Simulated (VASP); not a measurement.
VASP ran on this input.

**INCAR**
```
# general
SYSTEM  =WSi2
PREC    =Accurate
ENCUT   =520   # plane-wave cut-off (eV)
LREAL   =.FALSE.   # projection in real space or not
LASPH   =.TRUE.   # aspherical one-centre terms

# electronic loop
EDIFF   =1E-6   # SCF stop (eV)
NELM    =100   # most electronic steps
ALGO    =Normal   # blocked Davidson
LMAXMIX =6   # l cut-off of mixed one-centre charges

# smearing
ISMEAR  =1
SIGMA   =0.1   # width (eV)

# functional
GGA     =CX
LUSE_VDW=.TRUE.
AGGAC   =0.0

# ions
IBRION  =2   # conjugate gradients
NSW     =60
ISIF    =3   # ions, shape and volume
EDIFFG  =-0.02

# output
LWAVE   =.FALSE.
LCHARG  =.FALSE.
```

POSCAR:
```
WSi2
1
   -1.6025933516     1.6025933516     3.9077674992
    1.6025933516    -1.6025933516     3.9077674992
    1.6025933516     1.6025933516    -3.9077674992
Si W
2 1
Direct
  0.6651243211   0.6651243211   0.0000000000
  0.3348756789   0.3348756789   0.0000000000
  0.0000000000   0.0000000000   0.0000000000
```

**KPOINTS**
```
Automatic mesh
0
Gamma
12 12 12
0 0 0
```

POTCAR, in this order: Si W_sv (PBE.64 set). Program: vasp_std.

Translate this vdW-DF-cx calculation to Quantum ESPRESSO's pw.x.

One equivalent input (not run):
```
&CONTROL
  calculation = 'vc-relax'
  pseudo_dir = './pseudo'
  outdir = './out'
  tprnfor = .true.
  tstress = .true.
  nstep = 60
  forc_conv_thr = 0.00078
/
&SYSTEM
  ibrav = 0
  nat = 3
  ntyp = 2
  ecutwfc = 74
  occupations = 'smearing'
  smearing = 'methfessel-paxton'
  degauss = 0.00735
  input_dft = 'vdw-df-cx'
/
&ELECTRONS
  conv_thr = 7.3e-08
  electron_maxstep = 100
/
&IONS
/
&CELL
/
ATOMIC_SPECIES
  Si 28.085 Si.upf
  W 183.840 W.upf
CELL_PARAMETERS angstrom
    -1.6025934    1.6025934    3.9077675
     1.6025934   -1.6025934    3.9077675
     1.6025934    1.6025934   -3.9077675
ATOMIC_POSITIONS crystal
  Si   0.6651243  0.6651243  0.0000000
  Si   0.3348757  0.3348757  0.0000000
  W    0.0000000  0.0000000  0.0000000
K_POINTS automatic
  12 12 12 0 0 0
```
Limits of the translation: the potentials are each code's own (VASP's PAW set, PseudoDojo norm-conserving files in pw.x), so ENCUT and ecutwfc are chosen apart and not converted; conv_thr bounds pw.x's estimated SCF error, while EDIFF bounds the energy change between steps; forc_conv_thr acts on force components and is met together with etot_conv_thr.

The compound is WSi2 in the MoSi2 type structure. This run relaxes it. Symmetry was kept, so distortions that lower it aren't found. The start is the result of an earlier pass.
